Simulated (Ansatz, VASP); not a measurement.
# Ge (Germanium) in two plane-wave programs, part 3 of 3

One calculation is typed for both programs; each brings its own data sets. How far apart do they land? The cell is taken from a series of runs on this material, whose earlier steps may have relaxed, scaled, displaced or heated it; both programs get it as it stands.

VASP 6.6.1 and Ansatz 0.2.0.

So far: Starting point; Ansatz: zone-centre phonons, PBEsol; VASP: zone-centre phonons, PBEsol.

### Step 3. VASP: zone-centre phonons, PBEsol (continued)

Level of this step: PBEsol; plane waves and PAW (Ge_d) (VASP).

Numbers of over 12 decimals in the logs are rounded to 6 here.

From OUTCAR (step 3):

```text
ion  position               nearest neighbor table
   1  0.502  0.502  0.498-   2 2.46   2 2.46   2 2.49   2 2.49
   2  0.748  0.748  0.752-   1 2.46   1 2.46   1 2.49   1 2.49

  LATTYP: Found a body centered orthorhombic cell.
 ALAT       =     4.0121821331
 B/A-ratio  =     1.0302653943
 C/A-ratio  =     1.3983032493

 Subroutine GETGRP returns: Found  4 space group operations
 (whereof  2 operations were pure point group operations)

The static configuration has the point symmetry C_1h.
 The point group associated with its full space group is C_2h.

   k-points           NKPTS =   1728   k-points in BZ     NKDIM =   1728   number of bands    NBANDS=     20

   dimension x,y,z NGX =    30 NGY =   30 NGZ =   30
   dimension x,y,z NGXF=    60 NGYF=   60 NGZF=   60

   ENCUT  =  500.0 eV  36.75 Ry    6.06 a.u.   7.33  7.33  7.54*2*pi/ulx,y,z

   NELECT =      28.0000    total number of electrons

 k-points in reciprocal lattice and weights: Points of the shifted mesh
   0.04166667  0.04166667  0.04166667       0.001
   0.04166667  0.04166667  0.12500000       0.001
   0.04166667  0.04166667  0.20833333       0.001
   0.04166667  0.04166667  0.29166667       0.001
   0.04166667  0.04166667  0.37500000       0.001
   0.04166667  0.04166667  0.45833333       0.001
   0.04166667  0.04166667  0.54166667       0.001
   0.04166667  0.04166667  0.62500000       0.001
   0.04166667  0.04166667  0.70833333       0.001
[...]
0.95833333  0.95833333  0.87500000       0.001
   0.95833333  0.95833333  0.95833333       0.001

 average (electrostatic) potential at core
       1 -74.4005       2 -74.4005

  Total       -0.5336884     -0.5336884     -0.0362529     -0.4944304     -0.0034053     -0.0034053
  in kB      -18.3795962    -18.3795962     -1.2485067    -17.0275949     -0.1172733     -0.1172752
  external PRESSURE =     -12.6692330 kB  Pullay stress =       0.0000000 kB

  energy-cutoff  :      500.00
  volume of cell :       46.52
      direct lattice vectors                 reciprocal lattice vectors
     0.042932085  2.879973279  2.805123657    -0.176239951  0.176239951  0.178245262
     2.879973279  0.042932085  2.805123657     0.176239951 -0.176239951  0.178245262
     2.922905364  2.922905364  0.000000000     0.171062671  0.171062671 -0.178245262

 POSITION                                       TOTAL-FORCE (eV/Angst)
 -----------------------------------------------------------------------------------
      2.92269      2.92269      2.81585         0.000000      0.000000     -0.001017
      4.38458      4.38458      4.19696        -0.000000     -0.000000      0.001017
 -----------------------------------------------------------------------------------
    total drift:                                0.000000      0.000000     -0.000000

 Eigenvectors and eigenvalues of the dynamical matrix
 ----------------------------------------------------

   1 f  =    8.610397 THz    54.100722 2PiTHz  287.211938 cm-1    35.609726 meV
             X         Y         Z           dx          dy          dz
      2.922685  2.922685  2.815847    -0.500000    0.500000    0.000000
      4.384578  4.384578  4.196962     0.500000   -0.500000   -0.000000

   2 f  =    8.446823 THz    53.072956 2PiTHz  281.755695 cm-1    34.933238 meV
             X         Y         Z           dx          dy          dz
      2.922685  2.922685  2.815847     0.003368    0.003368    0.707091
      4.384578  4.384578  4.196962    -0.003368   -0.003368   -0.707091

   3 f  =    8.306645 THz    52.192189 2PiTHz  277.079850 cm-1    34.353508 meV
             X         Y         Z           dx          dy          dz
      2.922685  2.922685  2.815847     0.499989    0.499989   -0.004763
      4.384578  4.384578  4.196962    -0.499989   -0.499989    0.004763

   4 f  =    0.000000 THz     0.000001 2PiTHz    0.000007 cm-1     0.000001 meV
             X         Y         Z           dx          dy          dz
      2.922685  2.922685  2.815847    -0.000721   -0.014943   -0.706949
      4.384578  4.384578  4.196962    -0.000721   -0.014943   -0.706949

   5 f  =    0.000000 THz     0.000000 2PiTHz    0.000002 cm-1     0.000000 meV
             X         Y         Z           dx          dy          dz
      2.922685  2.922685  2.815847     0.611615    0.354769   -0.008122
      4.384578  4.384578  4.196962     0.611615    0.354769   -0.008122

   6 f/i=    0.000000 THz     0.000000 2PiTHz    0.000001 cm-1     0.000000 meV
             X         Y         Z           dx          dy          dz
      2.922685  2.922685  2.815847     0.354862   -0.611486    0.012563
      4.384578  4.384578  4.196962     0.354862   -0.611486    0.012563

 ELASTIC MODULI CONTR FROM IONIC RELAXATION (kBar)
 Direction    XX          YY          ZZ          XY          YZ          ZX
 --------------------------------------------------------------------------------
 XX          -0.5245     -0.5049     -1.3734     10.4311      1.1387      0.6854
 YY          -0.5049     -0.5245     -1.3734     10.0753     -0.7970      2.9758
 ZZ          -1.3734     -1.3734     -3.7094     27.8328     -1.6407      3.2468
 XY          10.4311     10.0753     27.8328   -212.5128      1.1707      1.7524
 YZ           1.1387     -0.7970     -1.6407      1.1707   -194.3430     36.0869
 ZX           0.6854      2.9758      3.2468      1.7524     36.0869   -200.8589
 --------------------------------------------------------------------------------
```

### Step 4. Side by side

Known differences besides the potentials themselves: the cutoff is 420 eV in Ansatz and 500 eV in VASP; Ansatz makes its cores anew for this functional, VASP keeps those of its PBE data sets. Total energies have different zeros and are not compared.

Both answers:

```
             quantity  Ansatz   VASP  difference
optical mode 1 (cm⁻¹)   278.0  277.1     +0.34 %
optical mode 2 (cm⁻¹)   281.9  281.8     +0.07 %
optical mode 3 (cm⁻¹)   287.3  287.2     +0.04 %
```

Modes are paired by rising frequency, not by their patterns, so a pair may set unlike modes beside each other; they are those without the splitting of longitudinal modes.

### Step 5. Summary of results

```json
{
 "r.m.s. difference of the optical zone-centre modes, each program's sorted by frequency (zone-centre phonons, PBEsol)": "0.56 cm⁻¹"
}
```

In words: The r.m.s. difference of the optical zone-centre modes, each program's sorted by frequency is 0.56 cm⁻¹ (zone-centre phonons, PBEsol). How closely two codes agree says nothing of how well the functional describes the real material.

[Lines on the potential files, build, host, timing and source positions are cut from VASP's logs without a mark.]

[Logs are printed without paths, hosts, clocks, repeated set-up lines and the standing remarks that a program may print on its own settings, such as how far it seeks lower states.]

[Hosts, paths, dates, database ids (printed as entryN), source tags and the programs' standing remarks are cut or masked in the printed files.]
